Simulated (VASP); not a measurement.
# A VASP study of Si2Mo (r2SCAN): structure first, properties next, part 2 of 2

Wanted: the relaxed cell of Si2Mo and its properties. The start cell is built, not measured: it takes the structure of COD entry 1532195, Si2W (space group 139 there), with some of its atoms replaced by other elements, volume scaled by an estimate.

VASP 6.6.1, plane waves and PAW; the level of theory is named at each step.

So far. Step 4 (Single point with fields (r2SCAN)): In this run the pressure is -0.02 GPa, small enough to go on. Step 5 (Bands along the symmetry lines (r2SCAN)): There is no gap at this level. The relaxed cell has a = 3.203, c = 7.817 Å (conventional setting).

## 6. Total and projected DOS (r2SCAN) (continued)

The density of states has structure finer than the step of the table below, so its rows give means over 0.5 eV, whole bins alone (the curve runs from -12.0 to 5.44 eV). Peaks (eV: height): total -2.51: 5.02, 2.52: 2.65, 3.71: 2.21, 4.76: 2.38; Mo d -2.70: 2.10, -2.38: 2.19, 2.47: 1.58, 3.71: 0.845; Si p -6.45: 0.342, -2.51: 0.720, 4.76: 0.356; Si s -10.29: 0.277, -9.60: 0.425, -9.10: 0.358, 2.61: 0.279.

States under -12.0 eV and over 5.4 eV are left out. Table of density of states by energy, zero at the Fermi level; means over each step; values in states/eV/cell:

```
energy (eV)  total    Mo d    Si p     Si s
      -11.5  0.494  0.0119  0.0220    0.166
      -11.0  0.521  0.0193  0.0266    0.172
      -10.5  0.666  0.0350  0.0380    0.215
      -10.0  0.751  0.0628  0.0430    0.242
       -9.5  0.884  0.0966  0.0547    0.277
       -9.0  0.897  0.0887  0.0699    0.261
       -8.5  0.725  0.0937  0.0684    0.191
       -8.0  0.609  0.0932  0.0672    0.143
       -7.5  0.508  0.0905  0.0669   0.0998
       -7.0  0.490  0.0842  0.0846   0.0580
       -6.5   1.10   0.183   0.254   0.0354
       -6.0   1.10   0.171   0.266   0.0206
       -5.5   1.05   0.188   0.236   0.0423
       -5.0  0.584   0.120  0.0969   0.0646
       -4.5  0.914   0.221   0.142   0.0785
       -4.0   1.56   0.477   0.214   0.0968
       -3.5   1.40   0.502   0.192   0.0659
       -3.0   2.27   0.944   0.299   0.0772
       -2.5   4.44    2.00   0.607   0.0662
       -2.0   2.65    1.05   0.387   0.0412
       -1.5   1.27   0.620   0.165   0.0200
       -1.0  0.938   0.597  0.0715   0.0102
       -0.5  0.688   0.499  0.0325  0.00186
        0.0  0.201   0.119  0.0246   8.5e-4
        0.5  0.332   0.165  0.0412   0.0203
        1.0  0.814   0.392  0.0971   0.0638
        1.5   1.11   0.555   0.127   0.0720
        2.0   2.02    1.11   0.190    0.127
        2.5   2.41    1.33   0.213    0.214
        3.0   1.53   0.625   0.200    0.157
        3.5   1.73   0.639   0.198    0.109
        4.0   1.84   0.666   0.223   0.0931
        4.5   1.93   0.662   0.256   0.0954
        5.0   1.79   0.473   0.296   0.0934
```

The finer mesh and the other smearing move the Fermi level by +0.09 eV from the 10×10×10 run, one measure of the sampling error in the zero of the bands above. Of the states within 0.3 eV of the Fermi level, the largest shares in the PAW spheres are Mo d 59 % and Si p 12 %. The rest lies in smaller channels or between the spheres.

## 7. Zone-centre phonons (r2SCAN)

Zone-centre modes test whether the atoms sit at a minimum within this cell. IBRION = 6 takes the force constants from differences of forces between displaced cells, so the forces must be tight.

INCAR reads:

```
SYSTEM = Si2Mo
PREC = Accurate
ENCUT = 400
EDIFF = 1E-08
NELM = 100
ISMEAR = 0
SIGMA = 0.05
LREAL = .FALSE.
ALGO = Normal
METAGGA = R2SCAN
LASPH = .TRUE.
NBANDS = 17
LORBIT = 11
LWAVE = .FALSE.
LCHARG = .FALSE.
IBRION = 6
NFREE = 2
POTIM = 0.015
ISIF = 2
NSW = 1
```

POSCAR reads:

```
Si2Mo
1.0
   -1.6015323554      1.6015323554      3.9083924648
    1.6015323554     -1.6015323554      3.9083924648
    1.6015323554      1.6015323554     -3.9083924648
Mo Si
1 2
Direct
    0.0000000000      0.0000000000      0.0000000000
    0.3354524068      0.3354524068      0.0000000000
    0.6645475932      0.6645475932      0.0000000000
```

KPOINTS reads:

```
Automatic mesh
0
Gamma
10 10 10
0 0 0
```

PAW data sets: Mo_sv and Si (PBE family, release 64).

Command:

```console
$ mpirun -np 1 vasp_std
```

Elapsed: 35 min, on 1 MPI rank of Intel Xeon 6975P-C (Granite Rapids), shared host; peak memory 0.4 GiB.

The last energy, forces, stress and levels in OUTCAR belong to the last displaced cell, not to the cell of POSCAR.

Numbers from this step:

```
bands                     : 17
irreducible k-points      : 102
pressure of the cell      : -0.01365 GPa
largest force of the cell : 2.34e-4 eV/Å
```

The modes at Γ (shares of kinetic energy by element, %):

```
mode  frequency (cm⁻¹)  symmetry  Mo %  Si %
   1               0.0  acoustic    63    37
   2               0.0  acoustic    63    37
   3               0.0  acoustic    63    37
   4             279.9        Eu    37    63
   5             279.9        Eu    37    63
   6             324.8       A2u    37    63
   7             330.4        Eg     0   100
   8             330.4        Eg     0   100
   9             440.9       A1g     0   100
```

Displacements in mode 4 (279.9 cm⁻¹), the largest set to 1:
```
Mo1  0.59 -0.47  0.00
Si2 -1.00  0.80  0.00
Si3 -1.00  0.80  0.00
```

Displacements in mode 7 (330.4 cm⁻¹), the largest set to 1:
```
Mo1  0.00  0.00  0.00
Si2 -1.00  0.60  0.00
Si3  1.00 -0.60  0.00
```

The three acoustic modes come out at zero, and all others are real. By the characters of their eigenvectors the optical modes sort into (cm⁻¹) Raman active: Eg 330, A1g 441; infrared active: Eu 280, A2u 325. With a centre of inversion no mode is active in both.

## 8. Bands along the symmetry lines (r2SCAN + SOC)

This step: r2SCAN, spin-orbit coupling; plane waves and PAW (Mo_sv, Si) (VASP 6.6.1).

Levels along the symmetry lines show where the bands peak and cross; KPOINTS_OPT computes them in the converged potential. Spin-orbit coupling needs spinors and the noncollinear program, where each band holds one electron.

INCAR reads:

```
SYSTEM = Si2Mo
PREC = Accurate
ENCUT = 400
EDIFF = 1E-06
NELM = 100
ISMEAR = 0
SIGMA = 0.05
LREAL = .FALSE.
ALGO = Normal
METAGGA = R2SCAN
LASPH = .TRUE.
LNONCOLLINEAR = .TRUE.
MAGMOM = 0 0 0 0 0 0 0 0 0
NBANDS = 34
GGA_COMPAT = .FALSE.
LSORBIT = .TRUE.
LMAXMIX = 4
LORBIT = 11
LWAVE = .FALSE.
LCHARG = .FALSE.
```

POSCAR is that of step 7.

KPOINTS reads:

```
Automatic mesh
0
Gamma
8 8 8
0 0 0
```

KPOINTS_OPT reads:

```
Line mode
16
Line-mode
Reciprocal
  0.00000000   0.00000000   0.00000000 GAMMA
  0.50000000  -0.50000000   0.00000000 X

  0.50000000  -0.50000000   0.00000000 X
  0.50000000  -0.50000000   0.08395472 Y

  0.50000000  -0.50000000   0.08395472 Y
  0.29197736  -0.29197736   0.29197736 S

  0.29197736  -0.29197736   0.29197736 S
  0.00000000   0.00000000   0.00000000 GAMMA

  0.00000000   0.00000000   0.00000000 GAMMA
  0.50000000   0.50000000  -0.50000000 Z

  0.50000000   0.50000000  -0.50000000 Z
  0.70802264   0.29197736  -0.29197736 S1

  0.70802264   0.29197736  -0.29197736 S1
  0.50000000   0.00000000   0.00000000 N

  0.50000000   0.00000000   0.00000000 N
  0.75000000  -0.25000000  -0.25000000 P

  0.75000000  -0.25000000  -0.25000000 P
  0.91604528   0.08395472  -0.50000000 Y1

  0.91604528   0.08395472  -0.50000000 Y1
  0.50000000   0.50000000  -0.50000000 Z

  0.50000000  -0.50000000   0.00000000 X
  0.75000000  -0.25000000  -0.25000000 P
```

Command:

```console
$ mpirun -np 1 vasp_ncl
```

It took 11 min on 1 MPI rank.

The run was stopped at its time limit, by a STOPCAR file.

More ranks or a longer limit would be the way on.

## 9. What came out

```
relaxed volume                            : 13.37 Å³/atom
relaxed conventional cell a, b, c         : 3.203, 3.203, 7.817 Å
space group after relaxing, within 0.02 Å : I4/mmm (No. 139)
band gap                                  : none, a metal
DOS at the Fermi level                    : 0.205 states/eV/cell
highest zone-centre mode                  : 441 cm⁻¹
```

**Reading.** With r2SCAN, Si2Mo relaxes to 13.37 Å³/atom in space group I4/mmm (held by the symmetry of the run) and comes out as a metal. Not obtained: bands along the symmetry lines (r2SCAN + SOC), because the run hit its time limit. Bands along the symmetry lines (r2SCAN): Of the bands kept, 2 cross the Fermi level on this path. Zone-centre phonons (r2SCAN): The highest mode in this list at Γ, 440.9 cm⁻¹, is mostly motion of Si (100 % of the kinetic energy). Spin-orbit coupling is left out; it would split some degenerate bands. Modes at Γ alone can't show that the crystal is stable at other wave vectors. No search among competing phases was made. All values are for a static lattice at zero temperature.

Calculation against experiment:

| quantity | measured | r2SCAN |
| --- | --- | --- |
| lattice constant a (Å) | 3.20519 | 3.203 (-0.1 %) |
| lattice constant c (Å) | 7.84461 | 7.817 (-0.4 %) |

Measured values from arxiv:2202.05362 (2022).

How well it matches: The lattice constant a is off by -0.1 %: good agreement. The lattice constant c is off by -0.4 %: good agreement. The grades are ours: good and fair within 0.7 and 1.5 % for the lattice constant a and 0.8 and 2 % for the lattice constant c. Zero-point motion and thermal expansion are not in the computed lattice constants.

[Lines on the potential files, build, host, timing and source positions are cut from VASP's logs without a mark.]

[Logs are printed without paths, hosts, clocks, repeated set-up lines and the standing remarks that a program may print on its own settings, such as how far it seeks lower states.]

[Hosts, paths, dates, database ids (printed as entryN), source tags and the programs' standing remarks are cut or masked in the printed files.]

[A measured line is paired with the nearest computed mode of its activity, which favours agreement.]
